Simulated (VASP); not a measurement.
```
CoLaSi3
1.0
   -2.05600     2.05600     4.75963
    2.05600    -2.05600     4.75963
    2.05600     2.05600    -4.75963
La Co Si
1 1 3
Direct
  0.00496   0.00496   0.00000
  0.66193   0.66193   0.00000
  0.42530   0.42530   0.00000
  0.26141   0.76141   0.50000
  0.76141   0.26141   0.50000
```

Computed with PBEsol GGA, VASP's PBE PAW potentials (set 64) (plane waves; VASP). Numerical set-up: 300 eV cut-off, 8×8×8 Γ-centred mesh, Fermi-Dirac smearing of 0.10 eV, potentials La Co Si.

At this cut-off the stress carries a Pulay error, which pulls relaxed volumes low.

Problem. The ions, cell shape and volume are relaxed. Predict the relaxed structure.

Solution. 
```
CoLaSi3
1.0
   -2.06726     2.06726     4.78022
    2.06726    -2.06726     4.78022
    2.06726     2.06726    -4.78022
La Co Si
1 1 3
Direct
  0.00536   0.00536   0.00000
  0.66165   0.66165   0.00000
  0.42573   0.42573   0.00000
  0.26113   0.76113   0.50000
  0.76113   0.26113   0.50000
```
Space group I4mm (107), at a tolerance of 0.03 Å.

Problem. How do energy and volume change from the first to the last step?

Solution. The energy (σ→0) changes by -1.7 meV/atom and the volume by +1.5 %, in 7 ionic steps.

The structure comes from a computed database's LaCoSi3 entry (I4mm); how it stands against other phases isn't given here. This run relaxes it. Symmetry was kept, so distortions that lower it aren't found. The run is one of a series of settings (EDIFFG = -0.01, IBRION = 2, ISIF = 3, NSW = 50 against the base run), some of them coarse on purpose. The run is not spin-polarised, so no magnetic state was tried.
